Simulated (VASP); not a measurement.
Given:

```
BaS
1.0
    3.79920     0.00000     0.00000
    0.00000     3.79920     0.00000
    0.00000     0.00000     3.79920
Ba S
1 1
Cartesian
  0.00000   0.00000   0.00000
  1.89960   1.89960   1.89960
```

All values below come from PBEsol GGA, VASP's PBE PAW potentials (set 64) (plane waves; VASP). Run with 400 eV cut-off, Gaussian smearing of 0.050 eV, potentials Ba_sv S.

Unless said otherwise, spin-orbit coupling is left out, though it shifts the bands of the heavy elements here.

Problem. Give the energies of bands 6 to 11 at the high-symmetry points, in eV from the valence-band maximum.

Solution. 
```tsv
band	Γ	X	M	R
6	-0.10	-3.05	-1.39	-2.94
7	-0.10	-0.78	-1.39	-2.94
8	-0.10	-0.78	0.00	-2.94
9	1.27	2.35	2.09	7.52
10	1.27	6.19	3.31	7.52
11	3.88	6.35	4.30	7.52
```

The gap is indirect, 1.27 eV, from the valence maximum at M to the conduction minimum at Γ.

The structure was generated: BaS was put into the CsCl type type (Pm-3m), which need not be its known phase. It was relaxed first, which changed the volume by -24 %.
